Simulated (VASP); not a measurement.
These are LDA (Ceperley-Alder, Perdew-Zunger), VASP's LDA PAW potentials (set 64) (plane waves; VASP) values and carry that method's errors.

VASP input:

KPOINTS:
```
Automatic
0
Gamma
  10 10 10
0 0 0
```

POSCAR:
```
MgO
1
    0.0000000000     2.0727971973     2.0727971973
    2.0727971973     0.0000000000     2.0727971973
    2.0727971973     2.0727971973    -0.0000000000
Mg O
1 1
Direct
  0.0000000000   0.0000000000   0.0000000000
  0.5000000000   0.5000000000   0.5000000000
```

INCAR:
```
SYSTEM = MgO
PREC = Accurate; ENCUT = 520; LREAL = .FALSE.
LASPH = .TRUE.
EDIFF = 1E-6; NELM = 100; ALGO = Normal
ISMEAR = 0; SIGMA = 0.05
IBRION = 2; NSW = 60; ISIF = 3
EDIFFG = -0.01
LWAVE = .FALSE.; LCHARG = .FALSE.
```

POTCAR, in this order: Mg O (LDA.64 set). Program: vasp_std.

The resulting files:

**OSZICAR**
```
       N       E                     dE             d eps       ncg     rms          rms(c)
DAV:   1     0.945364006829E+01    0.94536E+01   -0.48946E+03   872   0.892E+02
DAV:   2    -0.147242930873E+02   -0.24178E+02   -0.23773E+02   920   0.137E+02
DAV:   3    -0.150323420488E+02   -0.30805E+00   -0.30805E+00   904   0.169E+01
DAV:   4    -0.150327614881E+02   -0.41944E-03   -0.41944E-03  1120   0.632E-01
DAV:   5    -0.150327616008E+02   -0.11265E-06   -0.11265E-06   928   0.737E-03    0.710E+00
DAV:   6    -0.135091356265E+02    0.15236E+01   -0.97861E+00   752   0.221E+01    0.223E+00
DAV:   7    -0.134689980888E+02    0.40138E-01   -0.44866E-02   768   0.258E+00    0.125E+00
DAV:   8    -0.134455833359E+02    0.23415E-01   -0.23629E-02   752   0.209E+00    0.131E-01
DAV:   9    -0.134455053366E+02    0.77999E-04   -0.16112E-04  1152   0.132E-01    0.797E-02
DAV:  10    -0.134454818419E+02    0.23495E-04   -0.37368E-05   776   0.764E-02    0.741E-03
DAV:  11    -0.134454810847E+02    0.75719E-06   -0.30969E-06   704   0.115E-02
   1 F= -.13445481E+02 E0= -.13445481E+02  d E =-.134455E+02
```

### OUTCAR
```
------------------------ aborting loop because EDIFF is reached ----------------------------------------
  FORCE on cell =-STRESS in cart. coord.  units (eV):
  Direction    XX          YY          ZZ          XY          YZ          ZX
  --------------------------------------------------------------------------------------
  Total        0.0084030      0.0084030      0.0084030      0.0000000      0.0000000      0.0000000
  in kB        0.7558677      0.7558677      0.7558677      0.0000000      0.0000000      0.0000000
  external PRESSURE =       0.7558677 kB  Pullay stress =       0.0000000 kB
  volume of cell :       17.81
      direct lattice vectors                 reciprocal lattice vectors
     0.000000000  2.072797197  2.072797197    -0.241219932  0.241219932  0.241219932
     2.072797197  0.000000000  2.072797197     0.241219932 -0.241219932  0.241219932
     2.072797197  2.072797197  0.000000000     0.241219932  0.241219932 -0.241219932
  FREE ENERGIE OF THE ION-ELECTRON SYSTEM (eV)
  ---------------------------------------------------
  free  energy   TOTEN  =       -13.4454810847 eV

  energy  without entropy=      -13.4454810847  energy(sigma->0) =      -13.44548108

 reached required accuracy - stopping structural energy minimisation
```
(Selected blocks of OUTCAR.)

**OUTCAR**
```
 val. band max:        3.2521170020   @ k =   0.0000   0.0000   0.0000

 cond. band min:       8.3884568638   @ k =   0.0000   0.0000   0.0000


 Fermi energy:         3.5070598499

 k-point     1 :       0.0000    0.0000    0.0000
  band No.  band energies     occupation
      1     -14.0078      2.00000
      2       3.2521      2.00000
      3       3.2521      2.00000
      4       3.2521      2.00000
      5       8.3885      0.00000
      6      19.0365      0.00000
      7      19.0365      0.00000
      8      19.0365      0.00000

 k-point     2 :       0.1000    0.0000    0.0000
  band No.  band energies     occupation
      1     -13.8880      2.00000
      2       2.5835      2.00000
      3       3.1770      2.00000
      4       3.1770      2.00000
      5       9.0060      0.00000
      6      17.7976      0.00000
      7      19.2943      0.00000
      8      19.2943      0.00000

 k-point     3 :       0.2000    0.0000    0.0000
  band No.  band energies     occupation
      1     -13.5581      2.00000
      2       1.1972      2.00000
      3       2.9872      2.00000
      4       2.9872      2.00000
      5      10.1728      0.00000
      6      16.3206      0.00000
      7      19.8342      0.00000
      8      19.8342      0.00000

 k-point     4 :       0.3000    0.0000    0.0000
  band No.  band energies     occupation
      1     -13.1074      2.00000
      2      -0.2183      2.00000
      3       2.7647      2.00000
      4       2.7647      2.00000
      5      11.0218      0.00000
      6      15.7492      0.00000
      7      20.0242      0.00000
      8      20.0242      0.00000

 k-point     5 :       0.4000    0.0000    0.0000
  band No.  band energies     occupation
      1     -12.6973      2.00000
      2      -1.2699      2.00000
      3       2.5933      2.00000
      4       2.5933      2.00000
      5      11.2747      0.00000
      6      15.9757      0.00000
      7      19.8457      0.00000
...
```

The compound is MgO in the rock salt structure. It was relaxed first. The start is the result of an earlier pass.
